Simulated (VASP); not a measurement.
Wanted: the native input for a VASP 6.6.1 run.

```
Task                   : single point
Functional             : PBE
Potentials or basis    : VASP PAW PBE potentials, release 64 (K_sv, H, Si)
Cutoff                 : 520 eV
k mesh                 : 3 × 3 × 2
Occupations            : fermi-dirac, width 0.1 eV
Spin                   : no spin polarisation
Dipole correction      : no
Further INCAR settings : ALGO = Fast; EDIFF = 1e-07; NBANDS = 29
```

The structure of KSiH4 lies in POSCAR:

```
KSiH4
1.0
    4.9611890000     -0.0023720000     -0.0161380000
   -0.0023720000      4.8565010000     -0.0317280000
   -0.0226400000     -0.0445120000      6.9279450000
K H Si
2 8 2
Direct
    0.7461453440      0.2430730667      0.2516565180
    0.2449128960      0.7548480809      0.7562573352
    0.2330710886      0.5386744545      0.1416512926
    0.9926832049      0.2622511883      0.6371880301
    0.2490277986      0.9738560307      0.1313599220
    0.5407340513      0.2441512781      0.6329372993
    0.7395053145      0.4699790912      0.8500813204
    0.4710887534      0.7603743165      0.3727355784
    0.7370204880      0.0108661691      0.8554400762
    0.0180182152      0.7350140751      0.3629998946
    0.7704952640      0.2325408343      0.7576873529
    0.2460358276      0.7609756392      0.2513784046
```

The cell was built by a generator and needn't be a form met in nature.

One way to write it, as run:

INCAR

```
  PREC = Accurate
  ENCUT = 520
  EDIFF = 1E-7
  ISMEAR = -1
  SIGMA = 0.1
  LREAL = False
  LASPH = True
  NELM = 100
  ALGO = Fast
  ISIF = 2
  LWAVE = False
  LCHARG = False
  GGA = PE
  NBANDS = 29
```

KPOINTS

```
regular mesh
0
Gamma
  3 3 2
```

Potentials or basis: VASP PAW PBE potentials, release 64 (K_sv, H, Si).

Run with:

```console
$ cat potpaw_PBE.64/K_sv/POTCAR potpaw_PBE.64/H/POTCAR potpaw_PBE.64/Si/POTCAR > POTCAR
$ mpirun -np 1 vasp_std > vasp.out
```

Results of the run:

| Item | Value |
| --- | --- |
| Pressure | 13.6 GPa |
| Largest force | 5.941 eV/Å |
| Band gap on the k mesh | none (metal or under the smearing width) |

Caveat: the k mesh is coarse (spacing up to 0.45 Å⁻¹), so the values aren't converged; forces of over 1 eV/Å show positions far from the minimum, so gaps and moduli don't describe the material at rest.

Wall time 77 s on 1 thread of AMD EPYC 9R14 (Zen 4), on a shared host, peak memory 0.25 GiB.
